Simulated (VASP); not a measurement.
# KRuO2 (I4_1/amd) in VASP: a series of runs

Runs on KRuO2. Level: PBE. Tasks: relaxation of cell and atoms.

All numbers are computed with VASP 6.6.1; they aren't measurements. Logs are shortened: lines on timing, memory, paths and dates and some standing lists are left out, and cuts for length are marked.

### Step 1. The structure

The structure is tetragonal, space group I4_1/amd (No. 141). Conventional cell: a = 4.605 Å, b = 4.605 Å, c = 10.931 Å, α = 90.00°, β = 90.00°, γ = 90.00°. Around K (site symmetry -4m2) lie 4 O at 2.33 Å. Ru (site symmetry -4m2) is surrounded by 6 O at 2.33 to 2.40 Å. Around O (site symmetry 2mm) lie 2 K at 2.33 Å and 3 Ru at 2.33 to 2.40 Å.

The cell was built by a generator and needn't be a form met in nature.

### Step 2. Relaxation of cell and atoms, PBE

File INCAR:

```
PREC = Normal
ENCUT = 520
EDIFF = 1E-4
ISMEAR = 0
SIGMA = 0.15
LREAL = F
LASPH = T
NELM = 60
ALGO = Fast
ISIF = 3
LWAVE = F
LCHARG = F
GGA = PE
IBRION = 2
NSW = 24
EDIFFG = -0.08
```

File KPOINTS:

```
Automatic mesh
0
Gamma
  4 4 4
```

File POSCAR:

```
KRuO2
1.0
   -2.3026539400      2.3026539400      5.4656401200
    2.3026539400     -2.3026539400      5.4656401200
    2.3026539400      2.3026539400     -5.4656401200
K Ru O
2 2 4
Direct
    0.5000000000      0.5000000000      0.0000000000
    0.2500000000      0.7500000000      0.5000000000
    0.0000000000      0.0000000000      0.0000000000
    0.7500000000      0.2500000000      0.5000000000
    0.9700000000      0.4700000000      0.5000000000
    0.5300000000      0.0300000000      0.5000000000
    0.2200000000      0.2200000000      0.0000000000
    0.7800000000      0.7800000000      0.0000000000
```

Potentials or basis: VASP PAW PBE potentials, release 64 (K_sv, Ru_pv, O).

Launch:

```console
cat potpaw_PBE.64/K_sv/POTCAR potpaw_PBE.64/Ru_pv/POTCAR potpaw_PBE.64/O/POTCAR > POTCAR
mpirun -np 1 vasp_std > vasp.out
```

OUTCAR:

```text
PREC = Normal
   ENCUT = 520
   EDIFF = 1E-4
   ISMEAR = 0
   LREAL = F
   LASPH = T
   NELM = 60
   ISIF = 3
   GGA = PE
   IBRION = 2
   NSW = 24
   EDIFFG = -0.08

 ion  position               nearest neighbor table
   1  0.500  0.500  0.000-   6 2.33   5 2.33   6 2.33   5 2.33   3 3.26   3 3.26   3 3.26   3 3.26
                             4 3.57   4 3.57   2 3.57   2 3.57   4 3.57   4 3.57   2 3.57   2 3.57
   2  0.250  0.750  0.500-   8 2.33   7 2.33   8 2.33   7 2.33   4 3.26   4 3.26   4 3.26   4 3.26
                             3 3.57   3 3.57   1 3.57   3 3.57   3 3.57   1 3.57   1 3.57   1 3.57
   3  0.000  0.000  0.000-   6 2.33   5 2.33   6 2.33   5 2.33   7 2.40   8 2.40   1 3.26   1 3.26
                             1 3.26   1 3.26   2 3.57   2 3.57   2 3.57   2 3.57
   4  0.750  0.250  0.500-   8 2.33   7 2.33   8 2.33   7 2.33   6 2.40   5 2.40   2 3.26   2 3.26
                             2 3.26   2 3.26   1 3.57   1 3.57   1 3.57   1 3.57
   5  0.970  0.470  0.500-   1 2.33   3 2.33   1 2.33   3 2.33   4 2.40
   6  0.530  0.030  0.500-   1 2.33   3 2.33   1 2.33   3 2.33   4 2.40
   7  0.220  0.220  0.000-   4 2.33   2 2.33   2 2.33   4 2.33   3 2.40
   8  0.780  0.780  0.000-   2 2.33   4 2.33   4 2.33   2 2.33   3 2.40

  LATTYP: Found a body centered tetragonal cell.
 ALAT       =     4.6053078800
 C/A-ratio  =     2.3736263731

  Lattice vectors:

 A1 = (  -2.3026539400,   2.3026539400,   5.4656401200)
 A2 = (   2.3026539400,  -2.3026539400,   5.4656401200)
 A3 = (   2.3026539400,   2.3026539400,  -5.4656401200)

Analysis of symmetry for initial positions (statically):
=====================================================================
 Subroutine PRICEL returns:
 Original cell was already a primitive cell.

 Routine SETGRP: Setting up the symmetry group for a
 body centered tetragonal supercell.

 Subroutine GETGRP returns: Found 16 space group operations
 (whereof  8 operations were pure point group operations)
 out of a pool of 16 trial point group operations.

The static configuration has the point symmetry D_2d.
 The point group associated with its full space group is D_4h.

Analysis of symmetry for dynamics (positions and initial velocities):
=====================================================================
 Subroutine PRICEL returns:
 Original cell was already a primitive cell.

 Routine SETGRP: Setting up the symmetry group for a
 body centered tetragonal supercell.

 Subroutine GETGRP returns: Found 16 space group operations
 (whereof  8 operations were pure point group operations)
 out of a pool of 16 trial point group operations.

The dynamic configuration has the point symmetry D_2d.
 The point group associated with its full space group is D_4h.

 Subroutine INISYM returns: Found 16 space group operations
 (whereof  8 operations are pure point group operations),
 and found     1 'primitive' translations

----------------------------------------------------------------------------------------

                                     Primitive cell

  volume of cell :     115.9200

  direct lattice vectors                    reciprocal lattice vectors
    -2.302653940  2.302653940  5.465640120     0.000000000  0.217140748  0.091480593
     2.302653940 -2.302653940  5.465640120     0.217140748  0.000000000  0.091480593
     2.302653940  2.302653940 -5.465640120     0.217140748  0.217140748  0.000000000

  length of vectors
     6.362204984  6.362204984  6.362204984     0.235624285  0.235624285  0.307083391

  position of ions in fractional coordinates (direct lattice)
     0.500000000  0.500000000  0.000000000
     0.250000000  0.750000000  0.500000000
     0.000000000  0.000000000  0.000000000
     0.750000000  0.250000000  0.500000000
     0.970000000  0.470000000  0.500000000
     0.530000000  0.030000000  0.500000000
     0.220000000  0.220000000  0.000000000
     0.780000000  0.780000000  0.000000000

  ion indices of the primitive-cell ions
   primitive index   ion index
                 1           1
                 2           2
                 3           3
                 4           4
                 5           5
                 6           6
                 7           7
                 8           8

----------------------------------------------------------------------------------------

 KPOINTS: Automatic mesh

Automatic generation of k-mesh.
 Grid dimensions read from file:
 generate k-points for:    4    4    4

 Generating k-lattice:

  Cartesian coordinates                     Fractional coordinates (reciprocal lattice)
     0.000000000  0.054285187  0.022870148     0.250000000 -0.000000000  0.000000000
     0.054285187  0.000000000  0.022870148    -0.000000000  0.250000000  0.000000000
     0.054285187  0.054285187  0.000000000     0.000000000  0.000000000  0.250000000

  Length of vectors
     0.058906071  0.058906071  0.076770848

  Shift w.r.t. Gamma in fractional coordinates (k-lattice)
     0.000000000  0.000000000  0.000000000

 Subroutine IBZKPT returns following result:
 ===========================================

 Found     13 irreducible k-points:

 Following reciprocal coordinates:
            Coordinates               Weight
  0.000000  0.000000  0.000000      1.000000
  0.250000  0.000000 -0.000000      8.000000
  0.500000  0.000000 -0.000000      4.000000
  0.250000  0.250000 -0.000000      8.000000
  0.500000  0.250000 -0.000000     16.000000
 -0.250000  0.250000  0.000000      4.000000
  0.500000  0.500000 -0.000000      2.000000
  0.250000  0.250000  0.250000      2.000000
 -0.250000  0.250000  0.250000      4.000000
  0.500000  0.500000  0.250000      4.000000
 -0.250000  0.500000  0.250000      8.000000
 -0.250000 -0.250000  0.250000      2.000000
  0.500000  0.500000  0.500000      1.000000
   k-points           NKPTS =     13   k-points in BZ     NKDIM =     13   number of bands    NBANDS=     42
   number of dos      NEDOS =    301   number of ions     NIONS =      8
   total plane-waves  NPLWV =  46656
   dimension x,y,z NGX =    36 NGY =   36 NGZ =   36
   dimension x,y,z NGXF=    72 NGYF=   72 NGZF=   72
   ions per type =               2   2   4
   NGX,Y,Z   is equivalent  to a cutoff of   9.41,  9.41,  9.41 a.u.
   NGXF,Y,Z  is equivalent  to a cutoff of  18.81, 18.81, 18.81 a.u.
 SYSTEM =  unknown system
   PREC   = normal    normal or accurate (medium, high low for compatibility)
   ISTART =      0    job   : 0-new  1-cont  2-samecut
   ICHARG =      2    charge: 1-file 2-atom 10-const
   ISPIN  =      1    spin polarized calculation?
   LNONCOLLINEAR =      F non collinear calculations
   LSORBIT =      F    spin-orbit coupling
   LASPH  =      T    aspherical Exc in radial PAW
   ENCUT  =  520.0 eV  38.22 Ry    6.18 a.u.  11.83 11.83 11.83*2*pi/ulx,y,z
   NELM   =     60;   NELMIN=  2; NELMDL= -5     # of ELM steps
   EDIFF  = 0.1E-03   stopping-criterion for ELM
   LREAL  =      F    real-space projection
   EDIFFG = -.8E-01   stopping-criterion for IOM
   NSW    =     24    number of steps for IOM
   IBRION =      2    ionic relax: 0-MD 1-quasi-New 2-CG
   NFREE  =      1    steps in history (QN), initial steepest desc. (CG)
   ISIF   =      3    stress and relaxation
   ISYM   =      2    0-nonsym 1-usesym 2-fastsym
   POTIM  = 0.5000    time-step for ionic-motion
   TEBEG  =    0.0;   TEEND  =   0.0 temperature during run
   PSTRESS=    0.0 pullay stress
   NELECT =      70.0000    total number of electrons
   NUPDOWN=      -1.0000    fix difference up-down
   EMIN   =  10.00;   EMAX   =-10.00  energy-range for DOS
   EFERMI =   0.00;   METHOD = LEGACY
   ISMEAR =     0;   SIGMA  =   0.15  broadening in eV -4-tet -1-fermi 0-gaus
   EFERMI_NEDOS =   21; number of points for ismear=-14 and -15
   IALGO  =     68    algorithm
   IMIX   =      4    mixing-type and parameters
     AMIX     =   0.40;   BMIX     =  1.00
     AMIX_MAG =   1.60;   BMIX_MAG =  1.00
  volume/ion in A,a.u.               =      14.49        97.78
  Fermi-wavevector in a.u.,A,eV,Ry     =   1.383741  2.614891 26.051597  1.914738
  Thomas-Fermi vector in A             =   2.508310
   LORBIT       =      0    0 simple, 1 ext, 2 COOP (PROOUT), +10 PAW based schemes
   GGA     = PE    functional components
   LHFCALC =     F    Hartree Fock is set to
   AEXX    =    0.0000 exact exchange contribution
   IVDW    =     0    specifies the selected vdW correction
   LEPSILON=     F    determine dielectric tensor
   LRPA    =     F    only Hartree local field effects (RPA)
 conjugate gradient relaxation of ions
 non-spin polarized calculation
 RMM-DIIS sequential band-by-band and
 Gauss-broadening in eV      SIGMA  =   0.15
  energy-cutoff  :      520.00
  volume of cell :      115.92
 maximum number of plane-waves:      3136
   NGX = 23   NGY = 23   NGZ = 23

--------------------------------------- Ionic step        1  -------------------------------------------

 number of electron      70.0000000 magnetization

 Free energy of the ion-electron system (eV)
  ---------------------------------------------------
  ext. energy  EPLUGINS =         0.00000000
  ---------------------------------------------------
  free energy    TOTEN  =       -42.44139748 eV

  energy without entropy =      -42.33258749  energy(sigma->0) =      -42.38699248

------------------------ aborting loop because EDIFF is reached ----------------------------------------

  FORCE on cell =-STRESS in cart. coord.  units (eV):
  Direction    XX          YY          ZZ          XY          YZ          ZX
  --------------------------------------------------------------------------------------
  -------------------------------------------------------------------------------------
  Total       -0.9970612     -0.9970612    -17.2307580      0.0000000     -0.0000000      0.0000000
  in kB      -13.7807876    -13.7807876   -238.1532950      0.0000000     -0.0000000      0.0000000
  external PRESSURE =     -88.5716234 kB  Pullay stress =       0.0000000 kB
[... 107 lines left out ...]
  FREE ENERGIE OF THE ION-ELECTRON SYSTEM (eV)
  ---------------------------------------------------
  free  energy   TOTEN  =       -44.5407773794 eV

  energy  without entropy=      -44.4012560511  energy(sigma->0) =      -44.47101672

[... ionic steps 4 to 7 ...]

--------------------------------------- Ionic step        8  -------------------------------------------

 number of electron      70.0000024 magnetization

------------------------ aborting loop because EDIFF is reached ----------------------------------------
[... 79 lines left out ...]
--------------------------------------- Ionic step       10  -------------------------------------------

 number of electron      70.0000023 magnetization

 Free energy of the ion-electron system (eV)
  ---------------------------------------------------
  ext. energy  EPLUGINS =         0.00000000
  ---------------------------------------------------
  free energy    TOTEN  =       -45.04929918 eV

  energy without entropy =      -44.89222019  energy(sigma->0) =      -44.97075968

 E-fermi :   4.4001     XC(G=0): -10.6080

 val. band max:        4.3979291763   @ k =  -0.2500   0.2500   0.2500
 cond. band min:       4.4038412217   @ k =  -0.2500   0.5000   0.2500
 fundamental gap:      0.0059120454
 Fermi energy:         4.4000757432

 k-point     1 :       0.0000    0.0000    0.0000
  band No.  band energies     occupation
      1     -39.2401      2.00000
      2     -39.1963      2.00000
      3     -38.2077      2.00000
      4     -38.2077      2.00000
      5     -38.1892      2.00000
      6     -38.1892      2.00000
[... 609 lines left out ...]
  FREE ENERGIE OF THE ION-ELECTRON SYSTEM (eV)
  ---------------------------------------------------
  free  energy   TOTEN  =       -45.0492991781 eV

  energy  without entropy=      -44.8922201904  energy(sigma->0) =      -44.97075968

 reached required accuracy - stopping structural energy minimisation
```

It took 8.6 min on 1 thread of Intel Xeon Platinum 8259CL at 2.50GHz (Skylake/Cascade Lake), shared host; peak memory 0.24 GiB.

What came out:

```
Free energy                            : -45.0493 eV
Relaxed volume                         : 14.39 Å³/atom
Relaxed cell                           : a = 5.885 Å, b = 5.885 Å, c = 5.885 Å, α = 130.51°, β = 130.51°, γ = 72.59°
Space group after relaxing (to 0.05 Å) : I4_1/amd (No. 141)
Energy gained by relaxing              : 326.0 meV/atom
Ionic steps                            : 10
Pressure after relaxing                : -0.1 GPa
Largest force after relaxing           : 0.012 eV/Å
Band gap on the k mesh                 : none (metal or under the smearing width)
```

Forces in eV/Å, atoms in the order of the input:
```
K    0.000  0.000  0.000
K    0.000  0.000  0.000
Ru   0.000  0.000  0.000
Ru   0.000  0.000  0.000
O    0.000  0.000  0.012
O    0.000  0.000 -0.012
O    0.000  0.000  0.012
O    0.000  0.000 -0.012
```

The path:
```tsv
step	energy change (eV)	largest force (eV/Å)	pressure (GPa)	volume (Å³)
1	0.0000	1.7495	-8.86	115.92
2	-1.9762	1.2546	1.98	102.63
3	-2.0994	0.6075	8.55	99.30
4	-2.4453	0.3983	7.64	105.43
5	-2.4458	0.5389	8.05	106.10
6	-2.3864	1.0345	-7.33	120.77
7	-2.5928	0.2533	-0.02	112.45
8	-2.6026	0.1570	0.19	113.42
9	-2.6069	0.0532	0.32	115.56
10	-2.6079	0.0121	-0.13	115.14
```

Final structure:
```cif
data_structure
_symmetry_space_group_name_H-M 'P 1'
_symmetry_Int_Tables_number 1
_cell_length_a 5.8852
_cell_length_b 5.8852
_cell_length_c 5.8852
_cell_angle_alpha 130.509
_cell_angle_beta 130.509
_cell_angle_gamma 72.595
_cell_volume 115.14
loop_
_atom_site_label
_atom_site_type_symbol
_atom_site_fract_x
_atom_site_fract_y
_atom_site_fract_z
_atom_site_occupancy
K1 K 0.50000 0.50000 0.00000 1
K2 K 0.25000 0.75000 0.50000 1
Ru1 Ru 0.00000 0.00000 0.00000 1
Ru2 Ru 0.75000 0.25000 0.50000 1
O1 O 0.94982 0.44982 0.50000 1
O2 O 0.55018 0.05018 0.50000 1
O3 O 0.19982 0.19982 0.00000 1
O4 O 0.80018 0.80018 0.00000 1
```

Caveat: the k mesh is coarse (spacing up to 0.48 Å⁻¹), so the values aren't converged; the relaxation stopped at a loose force limit of 0.08 eV/Å, so its end isn't a converged minimum.

(Continued in part 2 of 2.)
